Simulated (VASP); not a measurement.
Level of theory: PBE GGA, VASP's PBE PAW potentials (set 64) (plane waves; VASP).

VASP ran on this input.

**POSCAR**
```
K
4.6640660
 -0.5773503205   0.5773503205   0.5773503205
  0.5773503205  -0.5773503205   0.5773503205
  0.5773503205   0.5773503205  -0.5773503205
K
1
direct
  0.0000000000   0.0000000000   0.0000000000
```

### INCAR
```
! general
SYSTEM = K
PREC   = Accurate
ENCUT  = 400
LREAL  = .False.
LASPH  = .True.

! electronic loop
EDIFF  = 1E-6
NELM   = 100
ALGO   = Normal

! smearing
ISMEAR = 1
SIGMA  = 0.1

! functional
GGA    = PE

! ions
ISIF   = 2

! output
LWAVE  = .False.
LCHARG = .False.
```

KPOINTS:
```
Automatic mesh
0
Monkhorst-Pack
2 2 2
```

POTCAR, in this order: K_sv (PBE.64 set). Program: vasp_std.

What VASP printed:

OSZICAR:
```
       N       E                     dE             d eps       ncg     rms          rms(c)
DAV:   1     0.539409917639E+02    0.53941E+02   -0.27204E+03    32   0.660E+02
DAV:   2     0.667784085954E+00   -0.53273E+02   -0.53273E+02    32   0.203E+02
DAV:   3    -0.941509514337E+00   -0.16093E+01   -0.16093E+01    56   0.389E+01
DAV:   4    -0.945990773995E+00   -0.44813E-02   -0.44813E-02    32   0.238E+00
DAV:   5    -0.946180840641E+00   -0.19007E-03   -0.19007E-03    56   0.239E-01    0.213E+00
DAV:   6    -0.946779501299E+00   -0.59866E-03   -0.11928E-03    48   0.250E-01    0.131E+00
DAV:   7    -0.947368083261E+00   -0.58858E-03   -0.27380E-03    56   0.385E-01    0.582E-02
DAV:   8    -0.947453159391E+00   -0.85076E-04   -0.90388E-05    32   0.140E-01    0.164E-02
DAV:   9    -0.947460799395E+00   -0.76400E-05   -0.18043E-05    40   0.306E-02    0.629E-03
DAV:  10    -0.947460675367E+00    0.12403E-06   -0.12312E-06    32   0.934E-03
   1 F= -.94746068E+00 E0= -.94123803E+00  d E =-.186679E-01
```

OUTCAR:
```
------------------------ aborting loop because EDIFF is reached ----------------------------------------
  FORCE on cell =-STRESS in cart. coord.  units (eV):
  Direction    XX          YY          ZZ          XY          YZ          ZX
  --------------------------------------------------------------------------------------
  Total       -0.0048707     -0.0048707     -0.0048707     -0.0000000      0.0000000     -0.0000000
  in kB       -0.0999153     -0.0999153     -0.0999153     -0.0000000      0.0000000     -0.0000000
  external PRESSURE =      -0.0999153 kB  Pullay stress =       0.0000000 kB
  volume of cell :       78.10
      direct lattice vectors                 reciprocal lattice vectors
    -2.692800000  2.692800000  2.692800000     0.000000000  0.185680333  0.185680333
     2.692800000 -2.692800000  2.692800000     0.185680333  0.000000000  0.185680333
     2.692800000  2.692800000 -2.692800000     0.185680333  0.185680333  0.000000000
 POSITION                                       TOTAL-FORCE (eV/Angst)
 -----------------------------------------------------------------------------------
      0.00000      0.00000      0.00000         0.000000      0.000000     -0.000000
 -----------------------------------------------------------------------------------
    total drift:                               -0.000000     -0.000000      0.000000
  FREE ENERGIE OF THE ION-ELECTRON SYSTEM (eV)
  ---------------------------------------------------
  free  energy   TOTEN  =        -0.9474606754 eV

  energy  without entropy=       -0.9287927258  energy(sigma->0) =       -0.94123803
```
(Selected blocks of OUTCAR.)

The compound is K in the bcc structure. The cell was not relaxed at this level. The k-mesh is coarse (spacing up to 0.82 per Å, 2π included), so the numbers may not be converged in it. The run is one of a series of settings (KPOINTS 2×2×2 Monkhorst-Pack mesh against the base run), some of them coarse on purpose.
